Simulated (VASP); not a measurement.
Consider the following.

```yaml
crystal:
  lattice:
    - [0.00000, 3.39600, 3.39600]
    - [3.39600, 0.00000, 3.39600]
    - [3.39600, 3.39600, 0.00000]
  atoms:
    - { symbol: Ni, position: [0.62500, 0.62500, 0.62500], spin: 2.0 }
    - { symbol: Ni, position: [0.12500, 0.62500, 0.62500], spin: 2.0 }
    - { symbol: Ni, position: [0.62500, 0.62500, 0.12500], spin: 2.0 }
    - { symbol: Ni, position: [0.62500, 0.12500, 0.62500], spin: 2.0 }
    - { symbol: Zr, position: [0.00000, 0.00000, 0.00000] }
    - { symbol: Zn, position: [0.25000, 0.25000, 0.25000] }
```

Calculation: PBEsol GGA, VASP's PBE PAW potentials (set 64) (plane waves; VASP). Settings: 300 eV cut-off, 6×6×6 Γ-centred mesh, Gaussian smearing of 0.10 eV, potentials Ni Zr_sv Zn.

Q: Give the spin-up energies of bands 23 to 36 at the high-symmetry points, in eV from the Fermi level.

A: 
| band | Γ | X | U | L | W |
|---|---|---|---|---|---|
| 23 | -1.17 | -2.01 | -2.07 | -2.13 | -2.06 |
| 24 | -1.17 | -2.01 | -1.73 | -2.02 | -2.01 |
| 25 | -1.04 | -1.79 | -1.72 | -2.02 | -1.61 |
| 26 | -1.04 | -1.72 | -1.55 | -1.08 | -1.47 |
| 27 | -1.04 | -1.72 | -1.51 | -1.07 | -1.40 |
| 28 | -0.54 | -0.97 | -1.19 | -1.07 | -1.34 |
| 29 | -0.54 | -0.97 | -1.10 | -0.87 | -1.31 |
| 30 | -0.54 | -0.97 | -0.87 | -0.87 | -0.74 |
| 31 | 0.06 | -0.89 | -0.69 | 0.06 | -0.67 |
| 32 | 0.06 | -0.84 | -0.57 | 0.39 | -0.52 |
| 33 | 0.06 | 0.93 | 0.06 | 0.39 | -0.17 |
| 34 | 0.23 | 1.09 | 0.91 | 0.41 | 0.90 |
| 35 | 0.23 | 1.09 | 1.75 | 1.56 | 1.85 |
| 36 | 0.43 | 1.90 | 1.84 | 1.56 | 1.93 |

Q: Give the spin-down energies of bands 23 to 36 at the high-symmetry points, in eV from the Fermi level.

A: 
```tsv
band	Γ	X	U	L	W
23	-1.17	-2.01	-2.07	-2.13	-2.06
24	-1.17	-2.01	-1.73	-2.02	-2.01
25	-1.04	-1.79	-1.72	-2.02	-1.61
26	-1.04	-1.72	-1.55	-1.08	-1.47
27	-1.04	-1.72	-1.51	-1.07	-1.40
28	-0.54	-0.97	-1.19	-1.07	-1.34
29	-0.54	-0.97	-1.10	-0.87	-1.31
30	-0.54	-0.97	-0.87	-0.87	-0.74
31	0.06	-0.89	-0.69	0.06	-0.67
32	0.06	-0.84	-0.57	0.39	-0.52
33	0.06	0.93	0.06	0.39	-0.17
34	0.23	1.09	0.91	0.41	0.90
35	0.23	1.09	1.75	1.56	1.85
36	0.43	1.90	1.84	1.56	1.93
```

It has no gap at this level: it comes out as a metal or semimetal.

The structure comes from a measured ZrZnNi4 entry of the Crystallography Open Database, whose conditions weren't checked. The cell was not relaxed at this level.
